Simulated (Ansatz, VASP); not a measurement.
# Cross-check of In2Se between VASP and Ansatz, part 2 of 2

One calculation is typed for both programs; each brings its own data sets. How far apart do they land? The cell is generated by rule, not measured, and may not be a known phase. The cell is taken from a series of runs on this material, whose earlier steps may have relaxed, scaled, displaced or heated it; both programs get it as it stands.

VASP 6.6.1 and Ansatz 0.2.0.

So far. Step 2 (Ansatz: single point, PBEsol, pair 1): The run ends at a pressure of -0.04 GPa, with forces up to 0.11 eV/Å. Step 3 (VASP: single point, PBEsol, pair 1): The run ends at a pressure of -0.05 GPa, with forces up to 0.11 eV/Å.

## 5. VASP: single point, PBEsol, pair 2

Level of this step: PBEsol; plane waves and PAW (Se, In_d); invented cell (VASP).

With cell and atoms fixed, the geometry can't cause a difference; cores, projectors, grids and the points listed under the comparison can.

INCAR

```
SYSTEM = In2Se
PREC = Accurate
ENCUT = 500
EDIFF = 1E-06
NELM = 120
ISMEAR = 1
SIGMA = 0.2
LREAL = .FALSE.
ALGO = Normal
GGA = PS
NBANDS = 79
LORBIT = 11
LWAVE = .FALSE.
LCHARG = .FALSE.
ISIF = 2
LASPH = .TRUE.
GGA_COMPAT = .FALSE.
KPAR = 2
```

POSCAR

```
In2Se
1.0
   -6.6284302234      0.0000000000      0.0000000000
    0.0000000000     -6.6284302234     -6.6284302234
    0.0000000000     -6.6284302234      6.6284302234
Se In
4 8
Direct
    0.0000000000      0.5063446656      0.5057077391
    0.0000000000      0.9936553344      0.9942922609
    0.5000000000      0.9936553344      0.5057077391
    0.5000000000      0.5063446656      0.9942922609
    0.7500000000      0.2500000000      0.4958397252
    0.7500000000      0.7500000000      0.0041602748
    0.2500000000      0.0046245198      0.2500000000
    0.2500000000      0.4953754802      0.7500000000
    0.2500000000      0.0046245198      0.7500000000
    0.2500000000      0.4953754802      0.2500000000
    0.7500000000      0.7500000000      0.4958397252
    0.7500000000      0.2500000000      0.0041602748
```

KPOINTS

```
Automatic mesh
0
Gamma
6 4 4
0 0 0
```

PAW data sets: Se and In_d (PBE family, release 64).

Started as:

```console
$ mpirun -np 2 vasp_std
```

Numbers of over 12 decimals in the logs are rounded to 6 here.

Log:

```text
[banner, memory and clock lines left out]
running    2 mpi-ranks, on    1 nodes
[...]
[... a notice as in an earlier step ...]

 LDA part: xc-table for (Slater+PW92), standard interpolation
 POSCAR, INCAR and KPOINTS ok, starting setup
[...]
entering main loop
       N       E                     dE             d eps       ncg     rms          rms(c)
DAV:   1     0.120735352422E+04    0.12074E+04   -0.53981E+04  5688   0.158E+03
DAV:   2     0.140011703075E+03   -0.10673E+04   -0.10386E+04  5704   0.416E+02
DAV:   3    -0.215680847394E+02   -0.16158E+03   -0.15303E+03  6787   0.182E+02
DAV:   4    -0.365915880119E+02   -0.15024E+02   -0.14499E+02  6657   0.524E+01
[...]
DAV:  15    -0.335255170961E+02    0.22009E-04   -0.22649E-05  6444   0.197E-02    0.234E-02
DAV:  16    -0.335255050387E+02    0.12057E-04   -0.22485E-05  5772   0.190E-02    0.165E-02
DAV:  17    -0.335255041391E+02    0.89958E-06   -0.96878E-06  5962   0.114E-02
   1 F= -.33525504E+02 E0= -.33525254E+02  d E =-.749394E-03
```

Parts of OUTCAR (step 5):

```text
  Total       -0.4233932     -0.3997797     -0.3997797      0.0000000     -0.0173471      0.0000000
  in kB       -1.1646420     -1.0996875     -1.0996875      0.0000000     -0.0477174      0.0000000
  external PRESSURE =      -1.1213390 kB  Pullay stress =       0.0000000 kB

 POSITION                                       TOTAL-FORCE (eV/Angst)
 -----------------------------------------------------------------------------------
      0.00000     -6.70832     -0.00422         0.004574     -0.160562     -0.007097
      0.00000    -13.17697      0.00422         0.004574      0.160562      0.007097
     -3.31422     -9.93842     -3.23433        -0.004574      0.007097      0.160562
     -3.31422     -9.94687      3.23433        -0.004574     -0.007097     -0.160562
     -4.97132     -4.94375      1.62953         0.000000      0.098112     -0.098112
     -4.97132     -4.99890     -4.94375         0.000000     -0.129072      0.129072
     -1.65711     -1.68776      1.62645         0.000000     -0.110214     -0.110214
     -1.65711     -8.25488      1.68776         0.000000      0.140831      0.140831
     -1.65711     -5.00198      4.94067         0.000000     -0.140831     -0.140831
     -1.65711     -4.94067     -1.62645         0.000000      0.110214      0.110214
     -4.97132     -8.25796     -1.68468         0.000000      0.129072     -0.129072
     -4.97132     -1.68468     -1.62953         0.000000     -0.098112      0.098112
 -----------------------------------------------------------------------------------
    total drift:                                0.000000     -0.000000      0.000000

  FREE ENERGIE OF THE ION-ELECTRON SYSTEM (eV)
  ---------------------------------------------------
  free  energy   TOTEN  =       -33.5255041391 eV

  energy  without entropy=      -33.5247547455  energy(sigma->0) =      -33.52525434

[... 2 parts as in an earlier step ...]

[... 1 further part left out ...]
[key lines of the parts left out:]
E-fermi :   1.5310
```

The run ends at a pressure of -0.11 GPa, with forces up to 0.20 eV/Å.

## 6. Ansatz: single point, PBEsol, pair 2

The same cell, functional, mesh and smearing now go to Ansatz, which takes its cutoff from its data sets.

The cell is taken from a series of runs on this material, whose earlier steps may have relaxed, scaled, displaced or heated it; both programs get it as it stands.

input.yaml

```yaml
crystal:
  lattice:
    - [-6.6284302234, 0.0, 0.0]
    - [0.0, -6.6284302234, -6.6284302234]
    - [0.0, -6.6284302234, 6.6284302234]
  atoms:
    - { symbol: Se, position: [0.0, 0.5063446656, 0.5057077391] }
    - { symbol: Se, position: [0.0, -0.0063446656, -0.0057077391] }
    - { symbol: Se, position: [0.5, -0.0063446656, 0.5057077391] }
    - { symbol: Se, position: [0.5, 0.5063446656, -0.0057077391] }
    - { symbol: In, position: [0.75, 0.25, 0.4958397252] }
    - { symbol: In, position: [0.75, 0.75, 0.0041602748] }
    - { symbol: In, position: [0.25, 0.0046245198, 0.25] }
    - { symbol: In, position: [0.25, 0.4953754802, 0.75] }
    - { symbol: In, position: [0.25, 0.0046245198, 0.75] }
    - { symbol: In, position: [0.25, 0.4953754802, 0.25] }
    - { symbol: In, position: [0.75, 0.75, 0.4958397252] }
    - { symbol: In, position: [0.75, 0.25, 0.0041602748] }
kpoints:
  mp_grid: { grid: [6, 4, 4] }
hamiltonian:
  xc: pbesol
scf:
  occupations: { method: methfessel_paxton, width: 0.2 }
output:
  forces: true
  stress: true
  eigenvalues: true
```

Started as:

```console
$ ansatz run input.yaml --threads 8 --pin off --max-ram 14336MiB --backend cpu --events-out ev --progress --plain --runs-dir out
```

Log:

```text
[...]
Crystal: 12 atoms, lattice volume = 582.455 Å³
Basis set: ecut = 420 eV, 11407 PW (Γ), exchange–correlation on 90×128×128 points (8 copies of the dense FFT grid, shifted against one another)
Bands: 101, of which v1, the nominal top of the filled ones, is band 84 counted from 1 (83 counted from 0)
Symmetry: 4 space group operations
[...]
k-point 0: bands = [... 80 lower, 2.7358, 2.9467, 3.0382, 3.3786, 3.3792, 3.4615, 4.4051, 4.4456, ... 13 higher]
  k-point 1: bands = [... 80 lower, 2.7957, 3.0835, 3.1409, 3.1821, 3.3115, 3.3663, 4.2109, 4.2144, ... 13 higher]
  k-point 2: bands = [... 80 lower, 2.8396, 2.9093, 3.1336, 3.2563, 3.5032, 3.5218, 3.5801, 3.8431, ... 13 higher]
  k-point 35: bands = [... 80 lower, 2.6159, 2.7981, 2.8180, 2.9933, 4.3056, 4.3816, 4.3918, 4.5352, ... 13 higher]
[key lines of the parts left out:]
SCF converged after 9 iterations
Free energy (F): -65894.310781 eV
Fermi energy:    3.306774 eV
P = ⅓ Tr σ = -0.1187 GPa (-1.187 kbar)
```

The run ends at a pressure of -0.12 GPa, with forces up to 0.20 eV/Å.

## 7. Comparison

What differs besides the data sets and the points named for the pairs above, as far as they apply: the data sets hold 168 valence electrons in Ansatz (on its default PAW (the set named soft_2) files) and 128 in VASP. Total energies have different zeros and are not compared.

Compared:

```tsv
quantity	Ansatz	VASP	difference
pressure (GPa)	-0.12	-0.11	-0.01
```

Forces on 10 of the 12 atoms, those with the largest forces and the largest differences (eV/Å; atoms numbered as in POSCAR):

```tsv
atom	Ansatz x, y, z	VASP x, y, z
Se1	0.004, -0.161, -0.007	0.005, -0.161, -0.007
Se2	0.004, 0.161, 0.007	0.005, 0.161, 0.007
Se4	-0.004, -0.007, -0.161	-0.005, -0.007, -0.161
In5	0.000, 0.099, -0.099	0.000, 0.098, -0.098
In6	0.000, -0.130, 0.130	0.000, -0.129, 0.129
In8	0.000, 0.141, 0.141	0.000, 0.141, 0.141
In9	0.000, -0.141, -0.141	0.000, -0.141, -0.141
In10	0.000, 0.111, 0.111	0.000, 0.110, 0.110
In11	0.000, 0.130, -0.130	0.000, 0.129, -0.129
In12	0.000, -0.099, 0.099	0.000, -0.098, 0.098
```

The forces differ by 0.4 meV/Å r.m.s., which is 0.4 % of the r.m.s. force of 0.097 eV/Å (both taken over all components).

## 8. Summary of results

| Quantity | Value |
| --- | --- |
| r.m.s. force difference (single point, PBEsol, pair 1) | 0.36 meV/Å |
| r.m.s. force difference (single point, PBEsol, pair 2) | 0.41 meV/Å |

In words: The r.m.s. force difference is 0.41 meV/Å (single point, PBEsol, pair 2), within the 12 meV/Å picked in this series as the mark of a large difference. The data sets hold unlike numbers of valence electrons (168 in Ansatz and 128 in VASP), so part of the differences comes from the potentials. How closely two codes agree says nothing of how well the functional describes the real material.

[Lines on the potential files, build, host, timing and source positions are cut from VASP's logs without a mark.]

[Logs are printed without paths, hosts, clocks, repeated set-up lines and the standing remarks that a program may print on its own settings, such as how far it seeks lower states.]

[Hosts, paths, dates, database ids (printed as entryN), source tags and the programs' standing remarks are cut or masked in the printed files.]
